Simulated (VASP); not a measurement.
```
Zn16H
1.0
    5.35491     0.00000     0.00000
    2.67745     4.63749     0.00000
    0.00000     0.00000    21.05816
Zn H
16 1
Direct
  0.83308   0.33383   0.32226
  0.33333   0.33333   0.32411
  0.83308   0.83308   0.32226
  0.33383   0.83308   0.32226
  0.00000   0.00000   0.43993
  0.49975   0.00049   0.44229
  0.00049   0.49975   0.44229
  0.49975   0.49975   0.44229
  0.83265   0.33469   0.55834
  0.33333   0.33333   0.55886
  0.83265   0.83265   0.55834
  0.33469   0.83265   0.55834
  0.00000   0.00000   0.66850
  0.50745   0.98509   0.67845
  0.98509   0.50745   0.67845
  0.50745   0.50745   0.67845
  0.33333   0.33333   0.72068
```

Calculation: PBE GGA, VASP's PBE PAW potentials (set 64) (plane waves; VASP). Run with PREC = Normal, 400 eV cut-off, 6×6×1 Γ-centred mesh, first-order Methfessel-Paxton smearing of 0.10 eV, potentials Zn H.

Q: Predict the energy per atom (σ→0), band gap (on the k-mesh) with the smallest direct gap where there is one.

A: 
| Quantity | Value |
|---|---|
| band gap (on the k-mesh) | none (metal, semimetal or under 0.01 eV) |
| energy per atom (σ→0) | -1.141 eV/atom |

Only differences to runs with the same potentials and settings are physical.

The cell is a thin slab with vacuum, built from Zn (hcp): (001) face, H adsorbed.
